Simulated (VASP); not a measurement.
Energy against volume of GaSb (zinc blende). All values below come from r2SCAN+rVV10, VASP's PBE PAW potentials (set 64) (plane waves; VASP). Run with 520 eV cut-off, 8×8×8 Γ-centred mesh, Gaussian smearing of 0.050 eV, potentials Ga_d Sb.

| V (Å³/atom) | E (eV/atom) |
|---|---|
| 27.662 | -18.48466 |
| 28.518 | -18.48951 |
| 29.373 | -18.48541 |
| 30.229 | -18.47375 |

Task: Fit these four points and predict the energy of the run at 26.807 Å³/atom.

Result: A cubic in V^(−2/3), the third-order Birch-Murnaghan form, passes through the four points with V0 = 28.53 Å³/atom and B0 = 56 GPa, and gives -18.4692 eV/atom there. The run gave -18.4692 eV/atom, +0.0 meV/atom from the fit; all five points give B0 = 56 GPa.

The compound is GaSb in the zinc blende structure. It was relaxed first.
